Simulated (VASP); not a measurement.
These are PBE GGA with D3 dispersion (zero damping), VASP's PBE PAW potentials (set 64) (plane waves; VASP 6.6.1) values and carry that method's errors.

VASP ran on this input.

INCAR:
```
SYSTEM = Li2Se
PREC = Accurate; ENCUT = 520; LREAL = F
LASPH = T
EDIFF = 1E-7; NELM = 100; ALGO = Normal
LMAXMIX = 4
ISMEAR = 0; SIGMA = 0.05
GGA = PE; IVDW = 11
ISIF = 2
LWAVE = F; LCHARG = F
```

KPOINTS:
```
Automatic mesh
0
Gamma
7 7 7
0 0 0
```

POSCAR:
```
Li2Se
1
    0.0000000000     2.9999968505     2.9999968505
    2.9999968505     0.0000000000     2.9999968505
    2.9999968505     2.9999968505     0.0000000000
Li Se
2 1
Direct
  0.2500000000   0.2500000000   0.2500000000
  0.7500000000   0.7500000000   0.7500000000
  0.0000000000   0.0000000000   0.0000000000
```

POTCAR, in this order: Li_sv Se (PBE.64 set). Program: vasp_std.

What does the run give for the energy per atom (σ→0), dispersion energy, pressure?

The energy per atom (σ→0) is -3.896 eV/atom, the dispersion energy is -0.556 eV and the pressure is -2.06 GPa.

File OSZICAR:
```
...
DAV:   9    -0.111324775090E+02   -0.10794E-03   -0.12223E-03   576   0.207E-01    0.101E-01
DAV:  10    -0.111328146042E+02   -0.33710E-03   -0.61394E-04   432   0.156E-01    0.387E-02
DAV:  11    -0.111328196683E+02   -0.50641E-05   -0.25431E-05   538   0.376E-02    0.788E-03
DAV:  12    -0.111328257411E+02   -0.60728E-05   -0.83278E-06   444   0.203E-02    0.316E-03
DAV:  13    -0.111328253221E+02    0.41893E-06   -0.16547E-07   594   0.430E-03    0.135E-03
DAV:  14    -0.111328250742E+02    0.24791E-06   -0.61173E-08   420   0.197E-03    0.303E-04
DAV:  15    -0.111328250931E+02   -0.18840E-07   -0.11777E-08   232   0.995E-04
   1 F= -.11688643E+02 E0= -.11688643E+02  d E =-.204582E-15
```

The compound is Li2Se in the antifluorite structure. This cell is one point of a volume scan, at 1.06 of the reference volume.
